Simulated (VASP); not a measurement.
Input of a VASP 6.6.1 run:

Contents of INCAR:

```
SYSTEM = RbSrSi2
ALGO = Normal
EDIFF = 1E-7
ENCUT = 520
GGA = PE
ISIF = 2
ISMEAR = 0
LASPH = .TRUE.
LCHARG = .FALSE.
LREAL = .FALSE.
LWAVE = .FALSE.
NBANDS = 22
NELM = 100
PREC = Accurate
SIGMA = 0.1
```

KPOINTS

```
k-points
0
G
  4 4 4
  0 0 0
```

File POSCAR:

```
RbSrSi2
1.0
    4.2621086200      0.0000000000      0.0000000000
    0.0000000000      4.2621086200      0.0000000000
    0.0000000000      0.0000000000      4.4857285600
Rb Sr Si
1 1 2
Direct
    0.0000000000      0.0000000000      0.5000000000
    0.0000000000      0.0000000000      0.0000000000
    0.5000000000      0.5000000000      0.2547778500
    0.5000000000      0.5000000000      0.7452221500
```

Potentials or basis: VASP PAW PBE potentials, release 64 (Rb_sv, Sr_sv, Si).

Run with:

```console
$ cat potpaw_PBE.64/Rb_sv/POTCAR potpaw_PBE.64/Sr_sv/POTCAR potpaw_PBE.64/Si/POTCAR > POTCAR
$ mpirun -np 1 vasp_std > vasp.out
```

Q: What does it give for the pressure?

A: 39.3 GPa.

Q: Predict the band gap on the k mesh.

A: None (metal or under the smearing width).

Q: What does it give for the largest force?

A: 1.205 eV/Å.

Stress tensor (GPa, compression positive):
```
  4.41   0.00   0.00
  0.00   4.41   0.00
  0.00   0.00 109.21
```

Caveat: the k mesh is coarse (spacing up to 0.37 Å⁻¹), so the values aren't converged; a pressure of tens of GPa on the cell as given is suspect, and the run, the potentials or the cell itself is likely at fault; forces of over 1 eV/Å show positions far from the minimum, so gaps and moduli don't describe the material at rest.
